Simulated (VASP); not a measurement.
Set up this calculation in VASP 6.6.1, as the native input.

```
Task                   : relaxation of cell and atoms
Functional             : PBE
Potentials or basis    : VASP PAW PBE potentials, release 64 (Cd, Sb, O)
Cutoff                 : 520 eV
k mesh                 : 5 × 5 × 5
Occupations            : gaussian, width 0.15 eV
Spin                   : no spin polarisation
Further INCAR settings : PREC = Normal; ALGO = Fast; EDIFF = 0.0001; IBRION = 2; EDIFFG = -0.08; NSW = 24; ISIF = 3
```

The structure of CdSb2O4 lies in POSCAR:

```
CdSb2O4
1.0
   -2.1500000000      2.1500000000      6.2000000000
    2.1500000000     -2.1500000000      6.2000000000
    2.1500000000      2.1500000000     -6.2000000000
Cd Sb O
1 2 4
Direct
    0.0000000000      0.0000000000      0.0000000000
    0.6450000000      0.6450000000      0.0000000000
    0.3550000000      0.3550000000      0.0000000000
    0.5000000000      0.0000000000      0.5000000000
    0.0000000000      0.5000000000      0.5000000000
    0.8250000000      0.8250000000      0.0000000000
    0.1750000000      0.1750000000      0.0000000000
```

The cell was built by a generator and needn't be a form met in nature.

These files were run (other wordings do the same):

INCAR

```
SYSTEM = CdSb2O4
PREC = Normal
ENCUT = 520
EDIFF = 1E-4
ISMEAR = 0
SIGMA = 0.15
LREAL = .False.
LASPH = .True.
NELM = 60
ALGO = Fast
ISIF = 3
LWAVE = .False.
LCHARG = .False.
GGA = PE
IBRION = 2
NSW = 24
EDIFFG = -0.08
KPAR = 4
```

KPOINTS

```
Automatic mesh
0
Gamma
  5 5 5
  0 0 0
```

Potentials or basis: VASP PAW PBE potentials, release 64 (Cd, Sb, O).

The run is started by

```console
$ cat potpaw_PBE.64/Cd/POTCAR potpaw_PBE.64/Sb/POTCAR potpaw_PBE.64/O/POTCAR > POTCAR
$ mpirun -np 4 vasp_std > vasp.out
```

It gave:

- Relaxed volume: 16.49 Å³/atom
- Relaxed cell: a = 6.608 Å, b = 6.608 Å, c = 6.608 Å, α = 140.58°, β = 140.58°, γ = 56.97°
- Space group after relaxing (to 0.05 Å): I4/mmm (No. 139)
- Energy gained by relaxing: 227.6 meV/atom
- Ionic steps: 13
- Pressure after relaxing: -0.4 GPa
- Largest force after relaxing: 0.016 eV/Å
- Band gap on the k mesh: 0.80 eV, indirect (least direct gap 0.82 eV)

Caveat: spin-orbit coupling is left out, which moves the levels of the heavy elements; an odd mesh through Γ misses points on the zone boundary, where band edges often lie; the relaxation stopped at a loose force limit of 0.08 eV/Å, so its end isn't a converged minimum.

Run time: 4 min on 4 MPI ranks on Intel(R) Xeon(R) Platinum 8259CL CPU @ 2.50GHz (Skylake/Cascade Lake), with other jobs on the host, peak memory 0.28 GiB a rank.
